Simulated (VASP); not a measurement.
```
CELL_PARAMETERS angstrom
      0.00000     3.85549     3.98765
      2.23855     0.00000     3.98765
      2.23855     3.85549     0.00000
ATOMIC_POSITIONS crystal
  B  0.66350 0.33650 0.66350
  B  0.33650 0.66350 0.33650
  B  0.58650 0.91350 0.58650
  B  0.91350 0.58650 0.91350
  Hf 0.00000 0.00000 0.00000
  Hf 0.25000 0.25000 0.25000
```

Level of theory: PBE GGA, VASP's PBE PAW potentials (set 64) (plane waves; VASP). Run with 400 eV cut-off, 6×6×6 Γ-centred mesh, Fermi-Dirac smearing of 0.14 eV, potentials B Hf_pv.

### Question
Give the energies of bands 8 to 19 at the high-symmetry points, in eV from the Fermi level.

### Answer

```tsv
band	Γ	Y	T	Z	Σ0	C0	L
8	-6.06	-8.67	-7.37	-8.73	-6.94	-7.72	-8.03
9	-3.98	-4.46	-6.27	-4.37	-6.27	-6.46	-6.45
10	-3.93	-4.46	-6.27	-4.37	-6.27	-6.46	-3.62
11	-3.88	-2.92	-3.49	-2.90	-4.78	-1.61	-3.49
12	-2.91	-2.92	-3.49	-2.90	-2.65	-1.61	-3.16
13	-2.64	-1.65	-0.41	-2.34	-1.35	-1.17	-1.96
14	-1.39	-1.65	-0.41	-2.34	-0.93	-1.17	-1.35
15	-0.74	-0.54	-0.40	-0.66	-0.10	-0.64	-0.74
16	-0.68	-0.54	-0.40	-0.66	0.52	-0.64	-0.37
17	0.13	-0.31	0.53	0.92	1.18	-0.23	1.19
18	0.27	-0.31	0.53	0.92	1.36	-0.23	1.84
19	0.72	3.53	3.21	2.65	2.99	3.36	2.84
```

It has no gap at this level: it comes out as a metal or semimetal.

The structure was generated: HfB2 was put into an ordered model structure, which need not be its known phase. The cell was not relaxed at this level. The k-mesh is coarse (spacing up to 0.30 per Å, 2π included), so the numbers may not be converged in it.
